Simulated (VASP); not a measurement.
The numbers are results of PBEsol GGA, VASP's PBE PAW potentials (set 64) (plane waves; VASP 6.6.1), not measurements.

VASP ran on this input.

KPOINTS:
```
k-points along high-symmetry lines
15
Line-mode
Reciprocal
  0.000000   0.000000   0.000000 ! GAMMA
  0.000000   0.500000   0.000000 ! X

  0.000000   0.500000   0.000000 ! X
  0.500000   0.500000   0.000000 ! M

  0.500000   0.500000   0.000000 ! M
  0.000000   0.000000   0.000000 ! GAMMA

  0.000000   0.000000   0.000000 ! GAMMA
  0.500000   0.500000   0.500000 ! R

  0.500000   0.500000   0.500000 ! R
  0.000000   0.500000   0.000000 ! X

  0.500000   0.500000   0.500000 ! R
  0.500000   0.500000   0.000000 ! M
```

File POSCAR:
```
HgMg3Te4
1
    6.4596915854     0.0000000000     0.0000000000
    0.0000000000     6.4596915854     0.0000000000
    0.0000000000     0.0000000000     6.4596915854
Mg Te Hg
3 4 1
Direct
  0.0000000000   0.0000000000   0.0000000000
  0.5000000000   0.5000000000   0.0000000000
  0.5000000000   0.0000000000   0.5000000000
  0.2529245412   0.2470754588   0.2470754588
  0.7470754588   0.7529245412   0.2470754588
  0.7470754588   0.2470754588   0.7529245412
  0.2529245412   0.7529245412   0.7529245412
  0.0000000000   0.5000000000   0.5000000000
```

**INCAR**
```
SYSTEM = HgMg3Te4
PREC = Accurate; ENCUT = 400; LREAL = .FALSE.
LASPH = .TRUE.; ICHARG = 11
EDIFF = 1E-7; NELM = 100; ALGO = Normal
LMAXMIX = 6
ISMEAR = 0; SIGMA = 0.05
GGA = PS
LWAVE = .FALSE.; LCHARG = .FALSE.; LORBIT = 11
```

POTCAR, in this order: Mg Te Hg (PBE.64 set). Program: vasp_std. Read from the step before: CHGCAR.

The resulting files:

### OUTCAR
```
 ion  position               nearest neighbor table
   1  0.000  0.000  0.000-   4 2.79   5 2.79   6 2.79   7 2.79
   2  0.500  0.500  0.000-   4 2.79   5 2.79   6 2.79   7 2.79
   3  0.500  0.000  0.500-   4 2.79   5 2.79   6 2.79   7 2.79
   4  0.253  0.247  0.247-   1 2.79   2 2.79   3 2.79   8 2.83
   5  0.747  0.753  0.247-   1 2.79   2 2.79   3 2.79   8 2.83
   6  0.747  0.247  0.753-   1 2.79   2 2.79   3 2.79   8 2.83
   7  0.253  0.753  0.753-   1 2.79   2 2.79   3 2.79   8 2.83
   8  0.000  0.500  0.500-   4 2.83   5 2.83   6 2.83   7 2.83
  LATTYP: Found a simple cubic cell.
 ALAT       =     6.4596915854
 Subroutine PRICEL returns:
 Original cell was already a primitive cell.
 Subroutine GETGRP returns: Found 24 space group operations
The static configuration has the point symmetry D_2d.
 The point group associated with its full space group is T_d .
The dynamic configuration has the point symmetry D_2d.
 Subroutine INISYM returns: Found 24 space group operations
   k-points           NKPTS =     90   k-points in BZ     NKDIM =     90   number of bands    NBANDS=     26
   number of dos      NEDOS =    301   number of ions     NIONS =      8
   total plane-waves  NPLWV =  74088
   dimension x,y,z NGX =    42 NGY =   42 NGZ =   42
   dimension x,y,z NGXF=    84 NGYF=   84 NGZF=   84
   ions per type =               3   4   1
   PREC   = accura    normal or accurate (medium, high low for compatibility)
...
```

**OSZICAR**
```
       N       E                     dE             d eps       ncg     rms          rms(c)
DAV:   1     0.187819497425E+03    0.18782E+03   -0.13625E+04  4680   0.104E+03
DAV:   2    -0.101006945004E+02   -0.19792E+03   -0.19352E+03  5810   0.202E+02
DAV:   3    -0.238586858802E+02   -0.13758E+02   -0.13688E+02  5784   0.561E+01
DAV:   4    -0.241124094853E+02   -0.25372E+00   -0.25357E+00  6230   0.778E+00
DAV:   5    -0.241153594162E+02   -0.29499E-02   -0.29498E-02  5946   0.934E-01
DAV:   6    -0.241154371987E+02   -0.77783E-04   -0.77782E-04  6486   0.132E-01
DAV:   7    -0.241154395470E+02   -0.23483E-05   -0.23483E-05  6048   0.201E-02
DAV:   8    -0.241154396429E+02   -0.95831E-07   -0.95832E-07  5006   0.348E-03
   1 F= -.24115440E+02 E0= -.24115440E+02  d E =-.519360E-12
```

OUTCAR:
```
 val. band max:        2.0562219577   @ k =   0.0000   0.0000   0.0000

 cond. band min:       3.2099381171   @ k =   0.0000   0.0000   0.0000



 k-point     1 :       0.0000    0.0000    0.0000
  band No.  band energies     occupation
      1      -8.5916      2.00000
      2      -7.8040      2.00000
      3      -7.8040      2.00000
      4      -7.8040      2.00000
      5      -4.0032      2.00000
      6      -4.0032      2.00000
      7      -4.0032      2.00000
      8      -3.9848      2.00000
      9      -3.9848      2.00000
     10      -2.4695      2.00000
     11      -1.1472      2.00000
     12      -1.1472      2.00000
     13       0.5797      2.00000
     14       0.5797      2.00000
     15       0.5797      2.00000
     16       0.6178      2.00000
     17       0.6178      2.00000
     18       0.6178      2.00000
     19       2.0562      2.00000
     20       2.0562      2.00000
     21       2.0562      2.00000
     22       3.2099      0.00000
     23       4.6125      0.00000
     24       4.7337      0.00000
     25       4.7337      0.00000
     26       4.7337      0.00000

 k-point     2 :       0.0000    0.0357    0.0000
  band No.  band energies     occupation
      1      -8.5895      2.00000
      2      -7.8069      2.00000
      3      -7.8040      2.00000
      4      -7.8040      2.00000
      5      -4.0058      2.00000
      6      -4.0030      2.00000
      7      -4.0030      2.00000
      8      -3.9847      2.00000
      9      -3.9835      2.00000
     10      -2.4650      2.00000
     11      -1.1453      2.00000
     12      -1.1418      2.00000
     13       0.5738      2.00000
     14       0.5788      2.00000
     15       0.5788      2.00000
     16       0.6082      2.00000
     17       0.6177      2.00000
     18       0.6177      2.00000
     19       2.0204      2.00000
     20       2.0502      2.00000
     21       2.0502      2.00000
     22       3.2459      0.00000
     23       4.6293      0.00000
...
```

The density is held fixed in this step, so its total energy and stress have no physical meaning. Unless said otherwise, spin-orbit coupling is left out, though it shifts the bands of the heavy elements here.

The structure was generated: HgMg3Te4 was put into an ordered model structure (P-43m), which need not be its known phase. It was relaxed first.
